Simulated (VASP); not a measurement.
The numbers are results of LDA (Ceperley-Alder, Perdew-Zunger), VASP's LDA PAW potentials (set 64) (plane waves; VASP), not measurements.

VASP input:

KPOINTS:
```
kpoints
0
G
6 6 6
```

INCAR:
```
ALGO = Normal
EDIFF = 1E-6
EDIFFG = -0.01
ENCUT = 400
IBRION = 2
ISIF = 3
ISMEAR = 0
LASPH = .True.
LCHARG = .False.
LMAXMIX = 4
LREAL = .False.
LWAVE = .False.
NELM = 100
NSW = 60
PREC = Accurate
SIGMA = 0.05
SYSTEM = KI
```

File POSCAR:
```
KI
1.0
  0.0000000000   3.4131960310   3.4131960310
  3.4131960310   0.0000000000   3.4131960310
  3.4131960310   3.4131960310   0.0000000000
K I
1 1
Cartesian
  3.4131960310   3.4131960310   0.0000000000
  3.4131960310   3.4131960310   3.4131960310
```

POTCAR, in this order: K_sv I (LDA.64 set). Program: vasp_std.

**Question.** What will the output report for the number of irreducible k-points (NKPTS), largest plane-wave count, number of space-group operations, FFT grid (NGX, NGY, NGZ)?

**Answer.** 
* **number of irreducible k-points (NKPTS)**: 16
* **largest plane-wave count**: 1464
* **number of space-group operations**: 48
* **FFT grid (NGX, NGY, NGZ)**: 32 × 32 × 32

The compound is KI in the rock salt structure. It was relaxed first, which changed the volume by -10 %. The start is the result of an earlier pass.
